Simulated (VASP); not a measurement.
An input for Ansatz (written as the equivalent of a VASP run, and not itself run):

Ansatz 0.2 input:
```yaml
crystal:
  lattice:
    - [0.0000000, 2.1050000, 2.1050000]
    - [2.1050000, 0.0000000, 2.1050000]
    - [2.1050000, 2.1050000, 0.0000000]
  atoms:
    - { symbol: Mg, position: [0.0000000, 0.0000000, 0.0000000] }
    - { symbol: O, position: [0.5000000, 0.5000000, 0.5000000] }
kpoints:
  mp_grid: { grid: [10, 10, 10] }
hamiltonian:
  xc: pbesol
  pseudopotentials: { kind: paw }
scf:
  occupations: { method: gaussian, width: 0.05 }
  max_iter: 100
relax:
  max_steps: 60
  f_tol: 0.01
  cell: {}
output: { forces: true, stress: true, eigenvalues: true }
```

**Question.** Write the VASP files for the same calculation (PBEsol).

**Answer.** This is not unique; one that fits is 
File POSCAR:
```
MgO
1
    0.0000000000     2.1050000000     2.1050000000
    2.1050000000     0.0000000000     2.1050000000
    2.1050000000     2.1050000000     0.0000000000
Mg O
1 1
Direct
  0.0000000000   0.0000000000   0.0000000000
  0.5000000000   0.5000000000   0.5000000000
```

INCAR:
```
# general
SYSTEM=MgO
PREC  =Accurate
ENCUT =530
LREAL =.False.
LASPH =.True.

# electronic loop
EDIFF =1E-6
NELM  =100
ALGO  =Normal

# smearing
ISMEAR=0
SIGMA =0.05

# functional
GGA   =PS

# ions
IBRION=2
NSW   =60
ISIF  =3
EDIFFG=-0.01

# output
LWAVE =.False.
LCHARG=.False.
```

**KPOINTS**
```
Automatic mesh
0
Gamma
10 10 10
0 0 0
```

POTCAR, in this order: Mg O (PBE.64 set). Program: vasp_std.

The two are equivalent in intent, not identical: each code has its own PAW files, so the cut-off isn't converted (ENCUT is set for VASP's; basis.ecutwfc is left out, and Ansatz then takes the one that its files recommend); Ansatz stops its SCF on the density residual and VASP on the energy change (EDIFF).

The compound is MgO in the rock salt structure. The cell was not relaxed at this level.
